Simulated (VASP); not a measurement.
All values below come from PBEsol GGA, VASP's PBE PAW potentials (set 64) (plane waves; VASP 6.6.1).

The input files of a VASP run:

### KPOINTS
```
kpoints
0
G
9 9 9
```

INCAR:
```
SYSTEM  =  MgS
PREC  =  Accurate; ENCUT  =  400; LREAL  =  F
LASPH  =  T
EDIFF  =  1E-7; NELM  =  100; ALGO  =  Normal
ISMEAR  =  -5
GGA  =  PS
ISIF  =  2
LWAVE  =  F; LCHARG  =  T; LORBIT  =  11
NEDOS  =  601
```

**POSCAR**
```
MgS
1.0
  0.0000000000   2.8246595874   2.8246595874
  2.8246595874   0.0000000000   2.8246595874
  2.8246595874   2.8246595874   0.0000000000
Mg S
1 1
Direct
  0.0000000000   0.0000000000   0.0000000000
  0.2500000000   0.2500000000   0.2500000000
```

POTCAR, in this order: Mg S (PBE.64 set). Program: vasp_std.

Output

**OSZICAR**
```
       N       E                     dE             d eps       ncg     rms          rms(c)
DAV:   1     0.201746902619E+02    0.20175E+02   -0.30148E+03   560   0.627E+02
DAV:   2    -0.831148693425E+01   -0.28486E+02   -0.28431E+02   736   0.976E+01
DAV:   3    -0.939541917391E+01   -0.10839E+01   -0.10839E+01   704   0.266E+01
DAV:   4    -0.940019310625E+01   -0.47739E-02   -0.47739E-02   928   0.199E+00
DAV:   5    -0.940019600481E+01   -0.28986E-05   -0.28986E-05   736   0.478E-02    0.373E+00
DAV:   6    -0.895612389622E+01    0.44407E+00   -0.12634E+00   560   0.527E+00    0.281E+00
DAV:   7    -0.891584673389E+01    0.40277E-01   -0.23679E-01   648   0.243E+00    0.203E+00
DAV:   8    -0.891747488210E+01   -0.16281E-02   -0.11432E-02   624   0.916E-01    0.835E-01
DAV:   9    -0.891710432249E+01    0.37056E-03   -0.87927E-04   816   0.201E-01    0.320E-01
DAV:  10    -0.891721186989E+01   -0.10755E-03   -0.20564E-04   584   0.915E-02    0.216E-02
DAV:  11    -0.891721985370E+01   -0.79838E-05   -0.10709E-05   688   0.214E-02    0.421E-02
DAV:  12    -0.891721957620E+01    0.27749E-06   -0.16033E-06   744   0.734E-03    0.392E-03
DAV:  13    -0.891721964119E+01   -0.64986E-07   -0.49050E-08   584   0.143E-03
   1 F= -.89172196E+01 E0= -.89172196E+01  d E =0.000000E+00
```

### OUTCAR
```
------------------------ aborting loop because EDIFF is reached ----------------------------------------
  FORCE on cell =-STRESS in cart. coord.  units (eV):
  Direction    XX          YY          ZZ          XY          YZ          ZX
  --------------------------------------------------------------------------------------
  Total        0.0009504      0.0009504      0.0009504      0.0000000      0.0000000     -0.0000000
  in kB        0.0337807      0.0337807      0.0337807      0.0000000      0.0000000     -0.0000000
  external PRESSURE =       0.0337807 kB  Pullay stress =       0.0000000 kB
  volume of cell :       45.07
      direct lattice vectors                 reciprocal lattice vectors
     0.000000000  2.824659587  2.824659587    -0.177012480  0.177012480  0.177012480
     2.824659587  0.000000000  2.824659587     0.177012480 -0.177012480  0.177012480
     2.824659587  2.824659587  0.000000000     0.177012480  0.177012480 -0.177012480
 POSITION                                       TOTAL-FORCE (eV/Angst)
 -----------------------------------------------------------------------------------
      0.00000      0.00000      0.00000        -0.000000     -0.000000      0.000000
      1.41233      1.41233      1.41233         0.000000      0.000000     -0.000000
 -----------------------------------------------------------------------------------
    total drift:                                0.000000      0.000000      0.000000
  FREE ENERGIE OF THE ION-ELECTRON SYSTEM (eV)
  ---------------------------------------------------
  free  energy   TOTEN  =        -8.9172196412 eV

  energy  without entropy=       -8.9172196412  energy(sigma->0) =       -8.91721964

 total charge

# of ion       s       p       d       tot
------------------------------------------
    1        0.165   0.148   0.039   0.352
    2        1.305   2.484   0.000   3.789
--------------------------------------------------
tot          1.471   2.632   0.039   4.141
```
(Selected blocks of OUTCAR.)

The structure was generated: MgS was put into the zinc blende type (F-43m), which need not be its known phase. It was relaxed first.
